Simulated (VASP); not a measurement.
# Zn3P (Pm-3m) in VASP: notebook, part 2 of 2

VASP 6.6.1. Earlier steps stand in the parts before.

## 4. Optical spectrum, BEEF-vdW (cell strained at random at fixed volume)

The input, INCAR:

```
ALGO = Fast
CSHIFT = 0.1
EDIFF = 1E-6
ENCUT = 520
GGA = BF
ISIF = 2
ISMEAR = -1
LASPH = True
LCHARG = False
LOPTICS = True
LREAL = False
LUSE_VDW = True
LWAVE = False
NBANDS = 44
NEDOS = 1000
NELM = 60
PREC = Accurate
SIGMA = 0.1
ZAB_VDW = -1.8867
```

The input, KPOINTS:

```
k-points
0
Gamma
  7 7 7
```

The input, POSCAR:

```
Zn3P
1.0
    3.9469690000      0.0536720000     -0.0626030000
    0.0536720000      3.9908230000     -0.0093130000
   -0.0626030000     -0.0093130000      3.9906580000
Zn P
3 1
Cartesian
    2.0003205000      2.0222475000     -0.0359580000
    1.9421830000      0.0221795000      1.9640275000
   -0.0044655000      1.9907550000      1.9906725000
    0.0000000000      0.0000000000      0.0000000000
```

Potentials or basis: VASP PAW PBE potentials, release 64 (Zn, P).

Launch:

```console
$ cat potpaw_PBE.64/Zn/POTCAR potpaw_PBE.64/P/POTCAR > POTCAR
$ mpirun -np 1 vasp_std > vasp.out
```

OUTCAR:

```text
EDIFF = 1E-6
   ENCUT = 520
   GGA = BF
   ISIF = 2
   ISMEAR = -1
   LASPH = True
   LREAL = False
   NELM = 60
   PREC = Accurate

 ion  position               nearest neighbor table
   1  0.500  0.500  0.000-   3 2.76   3 2.76   4 2.77   4 2.77   2 2.82   2 2.82   2 2.83   2 2.83
                             4 2.84   4 2.84   3 2.85   3 2.85
   2  0.500  0.000  0.500-   4 2.76   4 2.76   3 2.77   3 2.77   1 2.82   1 2.82   1 2.83   1 2.83
                             3 2.84   3 2.84   4 2.85   4 2.85
   3  0.000  0.500  0.500-   1 2.76   1 2.76   2 2.77   2 2.77   4 2.82   4 2.82   4 2.83   4 2.83
                             2 2.84   2 2.84   1 2.85   1 2.85
   4  0.000  0.000  0.000-   2 2.76   2 2.76   1 2.77   1 2.77   3 2.82   3 2.82   3 2.83   3 2.83
                             1 2.84   1 2.84   2 2.85   2 2.85

  LATTYP: Found a triclinic cell.
 ALAT       =     3.9478303036
 B/A-ratio  =     1.3993712787
 C/A-ratio  =     1.7812098675
 COS(alpha) =     0.0001270501
 COS(beta)  =     0.5947019118
 COS(gamma) =     0.6917994038

  Lattice vectors:

 A1 = (  -3.9469690000,  -0.0536720000,   0.0626030000)
 A2 = (  -3.8843660000,  -0.0443590000,  -3.9280550000)
 A3 = (  -4.0632440000,  -4.0538080000,   4.0625740000)

Analysis of symmetry for initial positions (statically):
=====================================================================
 Subroutine PRICEL returns:
 Original cell was already a primitive cell.

 Routine SETGRP: Setting up the symmetry group for a
 triclinic supercell.

 Subroutine GETGRP returns: Found  2 space group operations
 (whereof  2 operations were pure point group operations)
 out of a pool of  2 trial point group operations.

The static configuration has the point symmetry S_2 .

Analysis of symmetry for dynamics (positions and initial velocities):
=====================================================================
 Subroutine PRICEL returns:
 Original cell was already a primitive cell.

 Routine SETGRP: Setting up the symmetry group for a
 triclinic supercell.

 Subroutine GETGRP returns: Found  2 space group operations
 (whereof  2 operations were pure point group operations)
 out of a pool of  2 trial point group operations.

The dynamic configuration has the point symmetry S_2 .

 Subroutine INISYM returns: Found  2 space group operations
 (whereof  2 operations are pure point group operations),
 and found     1 'primitive' translations
[... 152 lines left out ...]

 val. band max:        4.2942172850   @ k =   0.2857   0.2857   0.4286
 cond. band min:       4.3139726152   @ k =   0.4286  -0.2857   0.2857
 fundamental gap:      0.0197553303
 Fermi energy:         4.3115306188

 k-point     1 :       0.0000    0.0000    0.0000
  band No.  band energies     occupation
      1      -8.3948      2.00000
      2      -4.3736      2.00000
      3      -4.0250      2.00000
      4      -4.0132      2.00000
      5      -3.9915      2.00000
      6      -3.8981      2.00000
[... 829 lines left out ...]
     31      16.1676      0.00000
     32      17.0304      0.00000

 [... further k-points ...]

 [bands above 32 left out]

------------------------ aborting loop because EDIFF is reached ----------------------------------------

  FORCE on cell =-STRESS in cart. coord.  units (eV):
  Direction    XX          YY          ZZ          XY          YZ          ZX
  --------------------------------------------------------------------------------------
  -------------------------------------------------------------------------------------
  Total        0.4529154      0.2628920      0.2921315      0.0618493     -0.0424925     -0.0759450
  in kB       11.5490546      6.7035800      7.4491672      1.5771190     -1.0835329     -1.9365494
  external PRESSURE =       8.5672673 kB  Pullay stress =       0.0000000 kB

 VOLUME and BASIS-vectors are now :
 -----------------------------------------------------------------------------
  energy-cutoff  :      520.00
  volume of cell :       62.83
[... 9 lines left out ...]
     -0.00447      1.99075      1.99067        -0.000000     -0.000000      0.000000
      0.00000      0.00000      0.00000         0.000000     -0.000000      0.000000
 -----------------------------------------------------------------------------------
    total drift:                                0.000000      0.000000     -0.000000

  FREE ENERGIE OF THE ION-ELECTRON SYSTEM (eV)
  ---------------------------------------------------
  free  energy   TOTEN  =         2.8362187803 eV

  energy  without entropy=        2.8867818779  energy(sigma->0) =        2.86150033

Total vdW correction in eV:      6.9590682

 electrical conductivity sigma (Mega S m-1) (frequency dependency in vasprun.xml)
  --------------------------------------------------------------------------------------
       0.202       0.036      -0.045
       0.036       0.198      -0.021
      -0.045      -0.021       0.197

  frequency dependent IMAGINARY DIELECTRIC FUNCTION (independent particle, no local field effects) density-density
     E(ev)      X         Y         Z        XY        YZ        ZX
  --------------------------------------------------------------------------------------------------------------
     0.00000     0.00000     0.00000     0.00000     0.00000     0.00000     0.00000
     0.45360    68.04881    92.65335    95.19774     8.15335    18.65000    -4.70775
     0.90719    34.84900    35.69033    35.83054    -5.46664     5.07690     6.64835
     1.36079    29.07339    33.31689    33.79779    -1.64673     0.49129     2.23870
     1.81439    26.90890    26.89573    26.41368     0.72228    -0.22895    -0.90356
     2.26799    12.43338    11.17784    11.37827     0.43609     0.05137    -0.49539
[... 92 lines left out ...]
    44.45253     0.00068     0.00068     0.00068     0.00000     0.00001     0.00000
    44.90613     0.00065     0.00066     0.00066     0.00000     0.00001     0.00000

  frequency dependent      REAL DIELECTRIC FUNCTION (independent particle, no local field effects) density-density
     E(ev)        X           Y           Z          XY          YZ          ZX
  --------------------------------------------------------------------------------------------------------------
     0.00000   196.28738   263.83794   271.50040    46.93819    51.80663   -41.68310
     0.45360     9.64466    -6.85261    -7.85492   -13.63396    -6.06780    12.82787
     0.90719    10.02978     2.01646     1.79233    -5.36388    -7.40577     4.95052
     1.36079    13.09845    11.90531    11.03338     1.68324    -3.69083    -2.48510
     1.81439    -8.17389   -10.74880   -10.79018     1.20652    -1.10840    -1.65998
     2.26799    -4.65778    -5.26833    -5.21667    -0.37852    -1.03984     0.26075
[... 92 lines left out ...]
    44.45253     0.86957     0.86853     0.86826    -0.00053    -0.00196     0.00015
    44.90613     0.87259     0.87157     0.87130    -0.00051    -0.00192     0.00014

  frequency dependent IMAGINARY DIELECTRIC FUNCTION (independent particle, no local field effects) current-current
     E(ev)      X         Y         Z        XY        YZ        ZX
  --------------------------------------------------------------------------------------------------------------
     0.00000   676.46022   930.47204   935.08744    -9.32855   175.29425    69.55505
     0.45360    49.18609    50.84029    51.86312    -5.56288     8.69032     7.00094
     0.90719    35.88776    33.77038    34.00249    -7.26291     2.00738     8.35412
     1.36079    32.72526    37.10076    37.31990    -1.03651    -0.25197     1.44540
     1.81439    24.41135    24.06390    23.61995     0.98568    -0.26385    -1.22158
     2.26799    11.67706    10.41869    10.63557     0.35944    -0.07074    -0.42145
[... 92 lines left out ...]
    44.45253     0.00009     0.00009     0.00009    -0.00000     0.00000     0.00000
    44.90613     0.00009     0.00009     0.00009    -0.00000     0.00000     0.00000

  frequency dependent      REAL DIELECTRIC FUNCTION (independent particle, no local field effects) current-current
     E(ev)        X           Y           Z          XY          YZ          ZX
  --------------------------------------------------------------------------------------------------------------
     0.00000   -27.31084   -63.88589   -62.99359   -13.51429   -23.40853     5.82310
     0.45360     6.74555    -7.81385    -8.51839    -1.05524    -5.43135    -1.61572
     0.90719     8.67846     5.16393     5.51537     1.09583    -5.86480    -1.80147
     1.36079    11.54650    10.20722     9.39789     3.40308    -2.51317    -4.30432
     1.81439    -9.94714   -11.72197   -11.52451     1.80705    -0.40836    -2.18214
     2.26799    -4.18563    -4.03729    -3.96451     0.10037    -0.64855    -0.20115
[... 92 lines left out ...]
    44.45253     0.87245     0.87274     0.87265     0.00086    -0.00098    -0.00122
    44.90613     0.87541     0.87569     0.87560     0.00084    -0.00096    -0.00120
```

OSZICAR:

```text
N       E                     dE             d eps       ncg     rms          rms(c)
DAV:   1     0.309992903378E+03    0.30999E+03   -0.16734E+04 15956   0.132E+03
DAV:   2     0.368952270294E+02   -0.27310E+03   -0.24990E+03 15136   0.311E+02
DAV:   3     0.334819411030E+01   -0.33547E+02   -0.32556E+02 17128   0.959E+01
DAV:   4     0.250730363980E+01   -0.84089E+00   -0.83840E+00 17444   0.157E+01
DAV:   5     0.250371010433E+01   -0.35935E-02   -0.35932E-02 16896   0.101E+00    0.687E+00
RMM:   6     0.282970887100E+01    0.32600E+00   -0.14439E-01 18156   0.199E+00    0.474E+00
RMM:   7     0.283516104635E+01    0.54522E-02   -0.27169E-02 19062   0.115E+00    0.222E+00
RMM:   8     0.283662608362E+01    0.14650E-02   -0.11390E-02 18836   0.640E-01    0.456E-01
RMM:   9     0.283638897629E+01   -0.23711E-03   -0.19853E-03 19227   0.299E-01    0.111E-01
RMM:  10     0.283618694978E+01   -0.20203E-03   -0.52922E-04 19525   0.150E-01    0.915E-02
RMM:  11     0.283622078042E+01    0.33831E-04   -0.11995E-04 19805   0.808E-02    0.152E-02
RMM:  12     0.283621959328E+01   -0.11871E-05   -0.81190E-06 19937   0.194E-02    0.133E-02
RMM:  13     0.283621878026E+01   -0.81302E-06   -0.79573E-07 15773   0.519E-03
   1 F= 0.28362188E+01 E0= 0.28615003E+01  d E =-.505631E-01
 imaginary and real dielectric function
```

It took 5 min on 1 thread of Intel Xeon Platinum 8375C at 2.90GHz (Ice Lake), shared host; peak memory 0.99 GiB.

What came out:

* Free energy: 2.8362 eV
* Pressure: 0.9 GPa
* Band gap on the k mesh: none (metal or under the smearing width)

Stress tensor (GPa, compression positive):
```
 1.15  0.16 -0.19
 0.16  0.67 -0.11
-0.19 -0.11  0.74
```

Dielectric function (mean over the directions given):
| energy (eV) | real part | imaginary part |
| --- | --- | --- |
| 0.27 | 63.10 | 146.44 |
| 1.27 | 11.62 | 28.19 |
| 2.27 | -5.05 | 11.66 |
| 3.36 | -2.64 | 12.17 |
| 4.35 | -6.48 | 6.38 |
| 5.44 | -4.08 | 2.98 |
| 6.44 | -2.41 | 1.90 |
| 7.44 | -1.23 | 1.24 |
| 8.53 | -0.66 | 1.09 |
| 9.53 | -0.37 | 1.08 |
| 10.61 | -0.29 | 0.85 |
| 11.61 | -0.04 | 0.62 |
| 12.70 | 0.06 | 0.66 |
| 13.70 | 0.07 | 0.57 |
| 14.70 | 0.19 | 0.45 |
| 15.79 | 0.34 | 0.40 |
| 16.78 | 0.35 | 0.39 |
| 17.87 | 0.46 | 0.32 |
| 18.87 | 0.52 | 0.33 |
| 19.96 | 0.55 | 0.31 |

Caveat: spectra need much finer meshes, so this one isn't converged; independent-particle spectra lack excitons; the intraband (Drude) part of a metal's response may be missing; the PAW data sets were made with another functional, which shifts forces and pressure a little.

## 5. Band structure, PBEsol+D3

The input, POSCAR:

```
Zn3P
3.9755
    1.000004527732      0.000000000000      0.000000000000
    0.000000000000      1.000004527732      0.000000000000
    0.000000000000      0.000000000000      1.000004527732
Zn P
3 1
Direct
    0.5000000000      0.5000000000      0.0000000000
    0.5000000000      0.0000000000      0.5000000000
    0.0000000000      0.5000000000      0.5000000000
    0.0000000000      0.0000000000      0.0000000000
```

The input, INCAR.step1:

```
  PREC = Accurate
  ENCUT = 600
  EDIFF = 1E-6
  ISMEAR = 0
  SIGMA = 0.1
  LREAL = F
  LASPH = T
  NELM = 60
  ALGO = Normal
  ISIF = 2
  LWAVE = F
  LCHARG = T
  GGA = PS
  IVDW = 11
```

The input, KPOINTS.step1:

```
regular mesh
0
Gamma
  7 7 7
```

The input, INCAR.step2:

```
  PREC = Accurate
  ENCUT = 600
  EDIFF = 1E-6
  ISMEAR = 0
  SIGMA = 0.05
  LREAL = F
  LASPH = T
  NELM = 60
  ALGO = Normal
  ISIF = 2
  LWAVE = F
  LCHARG = F
  GGA = PS
  IVDW = 11
  ICHARG = 11
```

The input, KPOINTS.step2:

```
path GXMGRX,MR
15
line-mode
reciprocal
 0.0000000000  0.0000000000  0.0000000000  G
 0.0000000000  0.5000000000  0.0000000000  X

 0.0000000000  0.5000000000  0.0000000000  X
 0.5000000000  0.5000000000  0.0000000000  M

 0.5000000000  0.5000000000  0.0000000000  M
 0.0000000000  0.0000000000  0.0000000000  G

 0.0000000000  0.0000000000  0.0000000000  G
 0.5000000000  0.5000000000  0.5000000000  R

 0.5000000000  0.5000000000  0.5000000000  R
 0.0000000000  0.5000000000  0.0000000000  X

 0.5000000000  0.5000000000  0.0000000000  M
 0.5000000000  0.5000000000  0.5000000000  R
```

Potentials or basis: VASP PAW PBE potentials, release 64 (Zn_sv_GW, P_GW).

Launch:

```console
$ cat potpaw_PBE.64/Zn_sv_GW/POTCAR potpaw_PBE.64/P_GW/POTCAR > POTCAR
$ cp INCAR.step1 INCAR
$ cp KPOINTS.step1 KPOINTS
$ mpirun -np 1 vasp_std > vasp.out
$ cp INCAR.step2 INCAR
$ cp KPOINTS.step2 KPOINTS
$ mpirun -np 1 vasp_std > vasp.out
```

Run time: 3.5 min. Hardware: 1 thread of Intel Xeon Platinum 8375C at 2.90GHz (Ice Lake), shared host; peak memory 0.38 GiB.

Results (log left out):

| Property | Result |
| --- | --- |
| Band gap along the path | none (metal or under the smearing width) |
| Dispersion energy per atom | -0.250 eV |

Levels at the corners of the path, in eV from the Fermi level:
| point | band 28 | band 29 | band 30 | band 31 | band 32 | band 33 | band 34 | band 35 | band 36 | band 37 |
| --- | --- | --- | --- | --- | --- | --- | --- | --- | --- | --- |
| Γ | -6.99 | -3.92 | -3.42 | -3.42 | -3.42 | 0.45 | 0.45 | 4.17 | 4.17 | 4.17 |
| X | -7.20 | -6.99 | -2.02 | -1.71 | -1.71 | 0.99 | 1.15 | 1.15 | 2.20 | 2.55 |
| X | -7.20 | -6.99 | -2.02 | -1.71 | -1.71 | 0.99 | 1.15 | 1.15 | 2.20 | 2.55 |
| M | -7.15 | -5.69 | -5.69 | -5.50 | -0.68 | 1.20 | 2.79 | 2.79 | 3.35 | 3.35 |
| M | -7.15 | -5.69 | -5.69 | -5.50 | -0.68 | 1.20 | 2.79 | 2.79 | 3.35 | 3.35 |
| Γ | -6.99 | -3.92 | -3.42 | -3.42 | -3.42 | 0.45 | 0.45 | 4.17 | 4.17 | 4.17 |
| Γ | -6.99 | -3.92 | -3.42 | -3.42 | -3.42 | 0.45 | 0.45 | 4.17 | 4.17 | 4.17 |
| R | -6.66 | -5.14 | -5.14 | -5.14 | -3.10 | -2.34 | -2.34 | -2.34 | 7.75 | 7.75 |
| R | -6.66 | -5.14 | -5.14 | -5.14 | -3.10 | -2.34 | -2.34 | -2.34 | 7.75 | 7.75 |
| X | -7.20 | -6.99 | -2.02 | -1.71 | -1.71 | 0.99 | 1.15 | 1.15 | 2.20 | 2.55 |
| M | -7.15 | -5.69 | -5.69 | -5.50 | -0.68 | 1.20 | 2.79 | 2.79 | 3.35 | 3.35 |
| R | -6.66 | -5.14 | -5.14 | -5.14 | -3.10 | -2.34 | -2.34 | -2.34 | 7.75 | 7.75 |

Caveat: the log is that of the step along the path at fixed density, whose energy, stress, charges and moments have no meaning; the PAW data sets were made with another functional, which shifts forces and pressure a little; pairwise dispersion overbinds metals, which lowers pressure and volume.

## 6. Band structure, RPBE

The input, run.py:

```python
from ase import Atoms
from ase.calculators.vasp import Vasp
from ase.dft.bandgap import bandgap

atoms = Atoms(
    ['Zn', 'Zn', 'Zn', 'P'],
    cell=[[3.975518, 0.0, 0.0], [0.0, 3.975518, 0.0], [0.0, 0.0, 3.975518]],
    scaled_positions=[[0.5, 0.5, 0.0], [0.5, 0.0, 0.5], [0.0, 0.5, 0.5], [0.0, 0.0, 0.0]],
    pbc=True,
)
calc = Vasp(
    directory='calc',
    xc='rpbe',
    pp='PBE',
    setups={'base': 'minimal', 'Zn': '_GW', 'P': '_GW'},
    prec='Accurate',
    encut=550,
    ediff=1e-06,
    ismear=0,
    sigma=0.05,
    lreal=False,
    lasph=True,
    nelm=100,
    algo='Normal',
    isif=2,
    lwave=False,
    lcharg=True,
    kpts=[2, 2, 2],
    gamma=True,
    nbands=22,
)
atoms.calc = calc

print('energy (eV):', atoms.get_potential_energy())
print('free energy (eV):', atoms.get_potential_energy(force_consistent=True))
efermi = calc.get_fermi_level()
print('Fermi level (eV):', efermi)
path = atoms.cell.bandpath(npoints=60, eps=1e-4)
print('path:', path.path)
calc.set(kpts=path.kpts, reciprocal=True, icharg=11, isym=0, lcharg=False)
calc.calculate(atoms)
print('gap on the path (eV):', bandgap(calc, efermi=efermi)[0])
print('direct gap on the path (eV):', bandgap(calc, efermi=efermi, direct=True)[0])
```

Potentials or basis: VASP PAW PBE potentials, release 64 (Zn_GW, P_GW).

Launch:

```console
$ python run.py
```

Wall time 100 s (1 thread of Intel Xeon Platinum 8375C at 2.90GHz (Ice Lake), shared host); peak memory 0.22 GiB.

The run converged, but some of its settings lie outside the range that counts as converged (typed here: k = 2 × 2 × 2; NBANDS = 22), so its numbers aren't taken as properties of the crystal.

Results:

* Band gap along the path: none (metal or under the smearing width)

Caveat: the k mesh is coarse (spacing up to 0.79 Å⁻¹), so the values aren't converged; the log is that of the step along the path at fixed density, whose energy, stress, charges and moments have no meaning; the PAW data sets were made with another functional, which shifts forces and pressure a little.

## 7. Density of states, revPBE+D3

The input, POSCAR:

```
Zn3P
1.0
    3.9755180000      0.0000000000      0.0000000000
    0.0000000000      3.9755180000      0.0000000000
    0.0000000000      0.0000000000      3.9755180000
Zn P
3 1
Direct
    0.5000000000      0.5000000000      0.0000000000
    0.5000000000      0.0000000000      0.5000000000
    0.0000000000      0.5000000000      0.5000000000
    0.0000000000      0.0000000000      0.0000000000
```

The input, INCAR.step1:

```
SYSTEM = Zn3P
  ALGO = Fast
  EDIFF = 1E-6
  ENCUT = 520
  GGA = RE
  ISIF = 2
  ISMEAR = -5
  IVDW = 11
  LASPH = .True.
  LCHARG = .True.
  LREAL = .False.
  LWAVE = .False.
  NELM = 60
  PREC = Accurate
  SIGMA = 0.05
```

The input, KPOINTS.step1:

```
k-points
0
Gamma
  7 7 7
  0 0 0
```

The input, INCAR.step2:

```
SYSTEM = Zn3P
  ALGO = Fast
  EDIFF = 1E-6
  ENCUT = 520
  GGA = RE
  ICHARG = 11
  ISIF = 2
  ISMEAR = -5
  IVDW = 11
  LASPH = .True.
  LCHARG = .False.
  LORBIT = 11
  LREAL = .False.
  LWAVE = .False.
  NEDOS = 2001
  NELM = 60
  PREC = Accurate
  SIGMA = 0.05
```

The input, KPOINTS.step2:

```
k-points
0
Gamma
  11 11 11
  0 0 0
```

Potentials or basis: VASP PAW PBE potentials, release 64 (Zn, P).

Launch:

```console
$ cat potpaw_PBE.64/Zn/POTCAR potpaw_PBE.64/P/POTCAR > POTCAR
$ cp INCAR.step1 INCAR
$ cp KPOINTS.step1 KPOINTS
$ mpirun -np 1 vasp_std > vasp.out
$ cp INCAR.step2 INCAR
$ cp KPOINTS.step2 KPOINTS
$ mpirun -np 1 vasp_std > vasp.out
```

It took 55 s on 1 thread of Intel Xeon Platinum 8375C at 2.90GHz (Ice Lake), shared host; peak memory 0.21 GiB.

The run converged. Its results:

```yaml
Valence_electrons_inside_the_program's_atomic_spheres: Zn 10.70; P 2.38
Dispersion_energy_per_atom: -0.524 eV
```

Levels at points of the mesh, in eV from the Fermi level:
| k point | band 17 | band 18 | band 19 | band 20 | band 21 | band 22 | band 23 | band 24 |
| --- | --- | --- | --- | --- | --- | --- | --- | --- |
| (0.00, 0.00, 0.00) | -3.87 | -3.38 | -3.38 | -3.38 | 0.54 | 0.54 | 4.25 | 4.25 |

States per cell in windows of 1 eV (zero at the Fermi level; states under -8 eV left out):
| from (eV) | total | Zn2_d | Zn3_d | Zn1_d | P4_p | Zn1_s | Zn2_s |
| --- | --- | --- | --- | --- | --- | --- | --- |
| -8.0 | 25.41 | 8.01 | 8.01 | 8.01 | 0.08 | 0.03 | 0.03 |
| -7.0 | 1.46 | 0.21 | 0.21 | 0.21 | 0.06 | 0.07 | 0.07 |
| -6.0 | 0.97 | 0.08 | 0.08 | 0.08 | 0.10 | 0.05 | 0.05 |
| -5.0 | 1.31 | 0.07 | 0.07 | 0.07 | 0.17 | 0.06 | 0.06 |
| -4.0 | 1.42 | 0.04 | 0.04 | 0.04 | 0.22 | 0.05 | 0.05 |
| -3.0 | 1.29 | 0.04 | 0.04 | 0.04 | 0.24 | 0.04 | 0.04 |
| -2.0 | 1.33 | 0.04 | 0.04 | 0.04 | 0.21 | 0.07 | 0.07 |
| -1.0 | 1.11 | 0.03 | 0.03 | 0.03 | 0.12 | 0.08 | 0.08 |
| 0.0 | 1.63 | 0.04 | 0.04 | 0.04 | 0.21 | 0.11 | 0.11 |
| 1.0 | 1.42 | 0.03 | 0.03 | 0.03 | 0.17 | 0.10 | 0.10 |
| 2.0 | 1.90 | 0.04 | 0.04 | 0.04 | 0.22 | 0.09 | 0.09 |
| 3.0 | 1.46 | 0.03 | 0.03 | 0.03 | 0.19 | 0.03 | 0.03 |
| 4.0 | 0.43 | 0.01 | 0.01 | 0.01 | 0.06 | 0.01 | 0.01 |
| 5.0 | 0.08 | 0.00 | 0.00 | 0.00 | 0.02 | 0.00 | 0.00 |
| 6.0 | 0.04 | 0.00 | 0.00 | 0.00 | 0.01 | 0.00 | 0.00 |
| 7.0 | 0.02 | 0.00 | 0.00 | 0.00 | 0.01 | 0.00 | 0.00 |

Caveat: the PAW data sets were made with another functional, which shifts forces and pressure a little; pairwise dispersion overbinds metals, which lowers pressure and volume; tetrahedron occupations give inexact forces and stress in metals.
